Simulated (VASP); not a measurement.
## Mg (relaxed from the fcc structure, space group Fm-3m): computed properties

These are r2SCAN meta-GGA, VASP's PBE PAW potentials (set 64) (plane waves; VASP) values and carry that method's errors.

space group: Fm-3m (225)
cell: a = b = c = 4.4889 Å, α = β = γ = 90.00°
volume per atom: 22.61 Å³/atom
band gap (over mesh and band path): none (metal, semimetal or under 0.01 eV)
density: 1.78 g/cm³

Mg is modelled in the cubic space group Fm-3m (No. 225), the fcc (Cu type) structure, Pearson symbol cF4. Lattice parameters: a = 4.489 Å, b = 4.489 Å, c = 4.489 Å, α = 90.00°, β = 90.00°, γ = 90.00°. Mg on 4a is coordinated by 12 Mg at 3.174 Å (cuboctahedral). (Neighbours: up to the widest gap in distance over summed covalent radii, below 1.35, at either atom.)
(The calculation used a cell of 1 atom; values per cell refer to that cell.)

The structure was generated: Mg was put into the fcc type (Fm-3m), which need not be its known phase. It was relaxed first. Symmetry was kept, so distortions that lower it aren't found.
